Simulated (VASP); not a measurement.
Consider the following.

```yaml
crystal:
  lattice:
    - [0.00000, 3.09315, 3.09315]
    - [3.09315, 0.00000, 3.09315]
    - [3.09315, 3.09315, 0.00000]
  atoms:
    - { symbol: In, position: [0.00000, 0.00000, 0.00000] }
    - { symbol: As, position: [0.25000, 0.25000, 0.25000] }
```

Level of theory: PW91 GGA, VASP's PBE PAW potentials (set 64) (plane waves; VASP). Settings: 520 eV cut-off, Gaussian smearing of 0.050 eV, potentials In_d As.

Problem. Give the energies of bands 7 to 12 at the high-symmetry points, in eV from the Fermi level.

Solution. 
```tsv
band	Γ	X	U	L	W
7	-0.56	-5.56	-5.44	-5.44	-5.43
8	0.00	-2.10	-2.96	-0.89	-2.68
9	0.00	-2.10	-1.76	-0.89	-2.58
10	0.00	1.64	2.11	0.80	3.91
11	3.86	2.04	4.10	4.63	4.26
12	3.86	8.74	7.00	4.63	4.80
```

It has no gap at this level: it comes out as a metal or semimetal.

The compound is InAs in the zinc blende structure. It was relaxed first, which changed the volume by +6 %.
